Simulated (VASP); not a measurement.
Data:

```
CELL_PARAMETERS angstrom
      3.94530     0.00000     0.00000
      0.00000     3.94530     0.00000
      0.00000     0.00000     3.94530
ATOMIC_POSITIONS crystal
  Ti 0.00000 0.00000 0.00000
  Pt 0.00000 0.50000 0.50000
  Pt 0.50000 0.00000 0.50000
  Pt 0.50000 0.50000 0.00000
```

These are PBE GGA, VASP's PBE PAW potentials (set 64) (plane waves; VASP) values and carry that method's errors. Numerical set-up: 400 eV cut-off, 9×9×9 Γ-centred mesh, tetrahedra with Blöchl corrections, potentials Ti_sv Pt.

Unless said otherwise, spin-orbit coupling is left out, though it shifts the bands of the heavy elements here.

**Question.** What does the run give for the energy per atom (σ→0), band gap (on the k-mesh) with the smallest direct gap where there is one?

**Answer.** 
```yaml
band gap (on the k-mesh): none (metal, semimetal or under 0.01 eV)
energy per atom (σ→0): -7.387 eV/atom
```

The absolute energy has meaning only against runs of the same code, potentials and settings.

The compound is Pt3Ti in the L1_2 structure. It was relaxed first.
